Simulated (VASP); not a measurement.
Here is the system:

```xyz
2
Lattice="0.0000 2.6360 2.6360 2.6360 0.0000 2.6360 2.6360 2.6360 0.0000" Properties=species:S:1:pos:R:3 pbc="T T T"
Mo     0.0000     0.0000     0.0000
S      1.3180     1.3180     1.3180
```

Calculation: PBEsol GGA, VASP's PBE PAW potentials (set 64) (plane waves; VASP 6.6.1). Numerical set-up: 400 eV cut-off, Gaussian smearing of 0.050 eV, potentials Mo_sv S.

Q: Give the energies of bands 6 to 13 at the high-symmetry points, in eV from the Fermi level.

A: 
```
band      Γ      X      U      L      W
----  -----  -----  -----  -----  -----
6     -5.87  -6.98  -6.45  -6.24  -6.12
7     -5.87  -4.40  -4.92  -5.38  -5.50
8     -5.87  -4.40  -4.70  -5.38  -4.37
9     -0.78  -2.01  -2.20  -0.28  -2.23
10    -0.78   0.11  -0.41  -0.28  -1.04
11     1.50   0.47  -0.03  -0.08   0.41
12     4.60   0.84   1.94   2.43   1.40
13     4.60   0.84   2.06   2.43   2.79
```

It has no gap at this level: it comes out as a metal or semimetal.

The structure was generated: MoS was put into the zinc blende type (F-43m), which need not be its known phase. It was relaxed first, which changed the volume by -32 %.
